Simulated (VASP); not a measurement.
An input for Quantum ESPRESSO's pw.x (written as the equivalent of a VASP run, and not itself run):

```
&CONTROL
  calculation = 'vc-relax'
  pseudo_dir = './pseudo'
  outdir = './out'
  tprnfor = .true.
  tstress = .true.
  nstep = 60
  forc_conv_thr = 0.00039
/
&SYSTEM
  ibrav = 0
  nat = 2
  ntyp = 2
  ecutwfc = 70
  occupations = 'smearing'
  smearing = 'gaussian'
  degauss = 0.003675
  input_dft = 'vdw-df2-b86r'
/
&ELECTRONS
  conv_thr = 7.3e-08
  electron_maxstep = 100
/
&IONS
/
&CELL
/
ATOMIC_SPECIES
  In 114.818 In.upf
  P 30.974 P.upf
CELL_PARAMETERS angstrom
     0.0000000    2.9350000    2.9350000
     2.9350000    0.0000000    2.9350000
     2.9350000    2.9350000    0.0000000
ATOMIC_POSITIONS crystal
  In   0.0000000  0.0000000  0.0000000
  P    0.2500000  0.2500000  0.2500000
K_POINTS automatic
  7 7 7 0 0 0
```

Translate this input to VASP (INCAR, KPOINTS, POSCAR, choice of POTCAR).

This is not unique; one that fits is 
**KPOINTS**
```
Automatic mesh
0
Gamma
7 7 7
0 0 0
```

**INCAR**
```
! general
SYSTEM    =  InP
PREC      =  Accurate
ENCUT     =  520
LREAL     =  .False.
LASPH     =  .True.

! electronic loop
EDIFF     =  1E-6
NELM      =  100
ALGO      =  Normal
LMAXMIX   =  4

! smearing
ISMEAR    =  0
SIGMA     =  0.05

! functional
GGA       =  MK
LUSE_VDW  =  .True.
AGGAC     =  0.0
PARAM1    =  0.1234568
PARAM2    =  0.7114
ZAB_VDW   =  -1.8867

! ions
IBRION    =  2
NSW       =  60
ISIF      =  3
EDIFFG    =  -0.01

! output
LWAVE     =  .False.
LCHARG    =  .False.
```

File POSCAR:
```
InP
1.0
  0.0000000000   2.9350000000   2.9350000000
  2.9350000000   0.0000000000   2.9350000000
  2.9350000000   2.9350000000   0.0000000000
In P
1 1
Cart
  0.0000000000   0.0000000000   0.0000000000
  1.4675000000   1.4675000000   1.4675000000
```

POTCAR, in this order: In_d P (PBE.64 set). Program: vasp_std.

Limits of the translation: the potentials are each code's own (VASP's PAW set, PseudoDojo norm-conserving files in pw.x), so ENCUT and ecutwfc are chosen apart and not converted; conv_thr bounds pw.x's estimated SCF error, while EDIFF bounds the energy change between steps; forc_conv_thr acts on force components and is met together with etot_conv_thr.

The compound is InP in the zinc blende structure. This run relaxes it. Symmetry was kept, so distortions that lower it aren't found.
